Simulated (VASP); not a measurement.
Calculation: PBE GGA with D3 dispersion (Becke-Johnson damping), VASP's PBE PAW potentials (set 64) (plane waves; VASP).

Input for VASP

**KPOINTS**
```
Automatic
0
G
  8 8 8
```

**POSCAR**
```
SrVO3
1
    3.7979883126     0.0000000000     0.0000000000
    0.0000000000     3.7979883126     0.0000000000
    0.0000000000     0.0000000000     3.7979883126
Sr V O
1 1 3
Direct
  0.0000000000   0.0000000000   0.0000000000
  0.5000000000   0.5000000000   0.5000000000
  0.5000000000   0.0000000000   0.5000000000
  0.0000000000   0.5000000000   0.5000000000
  0.5000000000   0.5000000000   0.0000000000
```

### INCAR
```
SYSTEM  =  SrVO3
LMAXMIX  =  4   # l cut-off of mixed one-centre charges
GGA  =  PE   # PBE
ALGO  =  Normal
IVDW  =  12   # D3, Becke-Johnson
ISIF  =  2   # forces and stress, cell fixed
NELM  =  100
LCHARG  =  .FALSE.
EDIFF  =  1E-7   # SCF stop (eV)
PREC  =  Accurate
LASPH  =  .TRUE.   # aspherical one-centre terms
LREAL  =  .FALSE.   # projection in real space or not
ISMEAR  =  1
LWAVE  =  .FALSE.
ENCUT  =  520   # plane-wave cut-off (eV)
SIGMA  =  0.1
```

POTCAR, in this order: Sr_sv V_sv O (PBE.64 set). Program: vasp_std.

What will the output report for the number of irreducible k-points (NKPTS), largest plane-wave count, number of space-group operations, FFT grid (NGX, NGY, NGZ)?

| Quantity | Value |
|---|---|
| number of irreducible k-points (NKPTS) | 35 |
| largest plane-wave count | 1498 |
| number of space-group operations | 48 |
| FFT grid (NGX, NGY, NGZ) | 28 × 28 × 28 |

The compound is SrVO3 in the cubic perovskite structure. This cell is one point of a volume scan, at 0.97 of the reference volume. The run is not spin-polarised, so no magnetic state was tried. The electron count is odd and the run is not spin-polarised, which forces a metal.
